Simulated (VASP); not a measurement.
A convergence study with VASP on Co (hcp): one setting is varied, all else stays as given below, so the limit is that of these other settings. Each run relaxes cell and ions from the cell shown. The basis is that of the starting cell, so low cut-offs carry a Pulay error.

```
CELL_PARAMETERS angstrom
      1.25500    -2.17372     0.00000
      1.25500     2.17372     0.00000
      0.00000     0.00000     4.07000
ATOMIC_POSITIONS crystal
  Co 0.33333 0.66667 0.25000
  Co 0.66667 0.33333 0.75000
```
Starting moments (μB, in the order of the record's atoms Co Co): 1.8 1.8.

The numbers are results of PBEsol GGA, VASP's PBE PAW potentials (set 64) (plane waves; VASP), not measurements. The tightest run used: 700 eV cut-off, 14×14×7 Γ-centred mesh, first-order Methfessel-Paxton smearing of 0.10 eV, potentials Co.

| setting | relaxed volume (Å³/atom) | E (eV/atom) | moment (μB) | plane waves |
|---|---|---|---|---|
| ENCUT = 200 | 8.930 | -7.9571 | 0.000 | 151 |
| ENCUT = 250 | 10.096 | -7.7619 | 3.055 | 214 |
| ENCUT = 300 | 10.302 | -7.7488 | 3.066 | 276 |

**Question.** These are the cheaper rows. Estimate the results at ENCUT = 700, and how far the last row shown lies from them.

**Answer.** 
```
quantity                  tightest run  last row shown is off by
------------------------  ------------  ------------------------
relaxed volume (Å³/atom)        10.306                    -0.004
E (eV/atom)                    -7.7359                   -0.0130
moment (μB)                      3.065                     0.001
```

Left out are rungs that failed or repeat a setting and relaxations that didn't move; long series are thinned to 24 rows.

The compound is Co in the hcp structure.
